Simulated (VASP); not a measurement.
These are PBE GGA, VASP's PBE PAW potentials (set 64) (plane waves; VASP 6.6.1) values and carry that method's errors.

A VASP calculation is set up with these files.

### INCAR
```
SYSTEM = Sc
PREC = Accurate
ENCUT = 300
EDIFF = 1E-6
NELM = 100
ALGO = Normal
LREAL = .FALSE.
LASPH = .TRUE.
ISMEAR = -1
SIGMA = 0.05
GGA = PE
LMAXMIX = 4
LWAVE = .FALSE.
LCHARG = .FALSE.
ISIF = 2
```

File KPOINTS:
```
Automatic mesh
0
Gamma
 8 8 3
```

### POSCAR
```
Sc
1.0
  3.2190050000   0.0000000000   0.0000000000
 -1.6095020000   2.7877390000   0.0000000000
  0.0000000000   0.0000000000  10.3571670000
Sc
4
Cart
  0.0000000000   0.0000000000   0.0000000000
  0.0000000000   0.0000000000   5.1785835000
 -0.0000012762   1.8584935959   2.5892917500
  1.6095042762   0.9292454041   7.7678752500
```

POTCAR, in this order: Sc_sv (PBE.64 set). Program: vasp_std.

Output of the run:

**OSZICAR**
```
       N       E                     dE             d eps       ncg     rms          rms(c)
DAV:   1     0.597939878665E+03    0.59794E+03   -0.16510E+04  1184   0.122E+03
DAV:   2     0.162129990757E+02   -0.58173E+03   -0.57838E+03  1512   0.751E+02
DAV:   3    -0.253414064089E+02   -0.41554E+02   -0.40723E+02  1720   0.198E+02
DAV:   4    -0.273188929622E+02   -0.19775E+01   -0.18764E+01  1736   0.381E+01
DAV:   5    -0.274306969504E+02   -0.11180E+00   -0.10650E+00  1742   0.683E+00    0.111E+01
DAV:   6    -0.251831868082E+02    0.22475E+01   -0.51800E+00  1266   0.241E+01    0.342E+00
DAV:   7    -0.248957669907E+02    0.28742E+00   -0.12678E+00  1424   0.110E+01    0.117E+00
DAV:   8    -0.248897917543E+02    0.59752E-02   -0.23489E-01  1438   0.477E+00    0.885E-01
DAV:   9    -0.248708039467E+02    0.18988E-01   -0.11775E-01  1464   0.308E+00    0.198E-01
DAV:  10    -0.248701444345E+02    0.65951E-03   -0.70783E-03  1456   0.862E-01    0.472E-02
DAV:  11    -0.248701873084E+02   -0.42874E-04   -0.75537E-04  1560   0.264E-01    0.447E-02
DAV:  12    -0.248701577894E+02    0.29519E-04   -0.28831E-04  1440   0.191E-01    0.595E-03
DAV:  13    -0.248701573927E+02    0.39670E-06   -0.12632E-05  1408   0.401E-02    0.240E-03
DAV:  14    -0.248701570874E+02    0.30522E-06   -0.10721E-06   888   0.116E-02
   1 F= -.24870157E+02 E0= -.24840189E+02  d E =-.599352E-01
```

OUTCAR:
```
------------------------ aborting loop because EDIFF is reached ----------------------------------------
  FORCE on cell =-STRESS in cart. coord.  units (eV):
  Direction    XX          YY          ZZ          XY          YZ          ZX
  --------------------------------------------------------------------------------------
  Total        1.7553694      1.7553680      1.4718566      0.0000003      0.0000000     -0.0000000
  in kB       30.2596822     30.2596582     25.3723881      0.0000054      0.0000000     -0.0000000
  external PRESSURE =      28.6305762 kB  Pullay stress =       0.0000000 kB
  volume of cell :       92.94
      direct lattice vectors                 reciprocal lattice vectors
     3.219005000  0.000000000  0.000000000     0.310655001  0.179356764  0.000000000
    -1.609502000  2.787739000  0.000000000     0.000000000  0.358713639  0.000000000
     0.000000000  0.000000000 10.357167000     0.000000000  0.000000000  0.096551499
 POSITION                                       TOTAL-FORCE (eV/Angst)
 -----------------------------------------------------------------------------------
      0.00000      0.00000      0.00000         0.000000      0.000000     -0.000000
      0.00000      0.00000      5.17858         0.000000      0.000000     -0.000000
     -0.00000      1.85849      2.58929         0.000000     -0.000000      0.000000
      1.60950      0.92925      7.76788        -0.000000      0.000000     -0.000000
 -----------------------------------------------------------------------------------
    total drift:                                0.000000     -0.000000      0.000000
  FREE ENERGIE OF THE ION-ELECTRON SYSTEM (eV)
  ---------------------------------------------------
  free  energy   TOTEN  =       -24.8701570874 eV

  energy  without entropy=      -24.8102218470  energy(sigma->0) =      -24.84018947
```
(Selected blocks of OUTCAR.)

At this cut-off the stress carries a Pulay error, which pulls relaxed volumes low.

The structure was generated: Sc was put into an ordered model structure, which need not be its known phase. The cell was not relaxed at this level.
